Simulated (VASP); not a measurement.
Consider the following.

```
CELL_PARAMETERS angstrom
      0.00000     2.75449     2.75449
      2.75449     0.00000     2.75449
      2.75449     2.75449     0.00000
ATOMIC_POSITIONS crystal
  Gd 0.00000 0.00000 0.00000
  S  0.50000 0.50000 0.50000
```

Computed with PBEsol GGA, VASP's PBE PAW potentials (set 64) (plane waves; VASP 6.6.1). Numerical set-up: 400 eV cut-off, Gaussian smearing of 0.050 eV, potentials Gd_3 S.

The 4f electrons are frozen in the core of the lanthanide potential, so 4f levels, which can set the real gap, and their magnetism are missing.

Problem. Give the energies of bands 5 to 10 at the high-symmetry points, in eV from the Fermi level.

Solution. 
```
band      Γ      X      U      L      W
----  -----  -----  -----  -----  -----
5     -3.30  -5.08  -5.47  -7.12  -5.47
6     -3.30  -3.87  -5.04  -5.33  -4.91
7     -3.30  -3.87  -4.64  -5.33  -4.91
8     -0.25  -2.50  -0.66   2.33   0.85
9     -0.25   2.09   3.16   2.87   0.85
10    -0.25   3.37   3.43   3.05   3.05
```

It has no gap at this level: it comes out as a metal or semimetal.

The structure comes from a computed database's GdS entry (Fm-3m); how it stands against other phases isn't given here. It was relaxed first. The electron count is odd and the run is not spin-polarised, which forces a metal.
